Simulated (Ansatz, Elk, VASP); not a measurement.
## One structure in several programs: Sr2CoCl2O2 (I4/mmm, 7 atoms in the cell)

Self-consistent single point.

```
CELL_PARAMETERS angstrom
     -2.04105     2.04105     7.70479
      2.04105    -2.04105     7.70479
      2.04105     2.04105    -7.70479
ATOMIC_POSITIONS crystal
  Sr 0.39250 0.39250 0.00000
  Sr 0.60750 0.60750 0.00000
  Co 0.00000 0.00000 0.00000
  Cl 0.82020 0.82020 0.00000
  Cl 0.17980 0.17980 0.00000
  O  0.00000 0.50000 0.50000
  O  0.50000 0.00000 0.50000
```
Moments meant for the start (each program seeds them in its own way; μB, in the order of the atoms Sr Sr Co Cl Cl O O): 0.0 0.0 3.0 0.0 0.0 0.0 0.0.

Shared settings, as Ansatz (an electronic-structure program) writes them: kpoints.mp_grid.grid = 4 4 4; scf.occupations.method = fermi_dirac; scf.occupations.width = 0.05 eV. Potentials and cutoffs stand in the table.

```tsv
code	model	pressure (GPa)	largest force (eV/Å)	size of the net moment (μB/atom)	cutoff
Elk	PBEsol, all-electron FP-LAPW, Elk's shipped species files, default APW+lo basis	–	–	0.34	default
VASP	PBEsol, VASP's PBE PAW potentials (set 64)	-7.07	0.304	0.34	400 eV
Ansatz	PBEsol, PAW files made with PBE	-5.76	0.341	0.34	420 eV
```

Size of the force on each atom (eV/Å): Sizes of forces hide their directions.

```tsv
code	Sr1	Sr2	Co3	Cl4	Cl5	O6	O7
VASP	0.304	0.304	0.000	0.169	0.169	0.000	0.000
Ansatz	0.341	0.341	0.000	0.176	0.176	0.000	0.000
```

A dash marks a value that a program does not give, or that is left out as unsure.

On Ansatz's run: with one magnetic atom in the cell only a parallel order is possible.

The spread over the programs that give each value: pressure within 1.31 GPa; largest force within 0.037 eV/Å; size of the net moment within 0.00 μB/atom.

Elk treats all electrons, but the usual bases taken here (sphere radii, linearisation, local orbitals, empty states) were not tested for convergence, so the values are no reference for the others. Ansatz's pressure is given at a fixed set of plane waves, as the other plane-wave codes print theirs; with its correction for the finite basis it is -5.61 GPa.

The shared mesh is coarse (it stands for a supercell whose shortest vector is 16 Å), so the values are not converged in it.

VASP's run is marked for a possible Pulay error in its stress at this cutoff; no cutoff test was made.

The starting cell comes from a database of computed structures (which also holds hypothetical and non-ambient phases and stackings), without a prior relaxation at this level. Its lattice was rescaled by a random factor within 2.5 % of one.

Left out of this page: SIESTA (not drawn, or without a comparable value).

Keys are those of Ansatz 0.2.
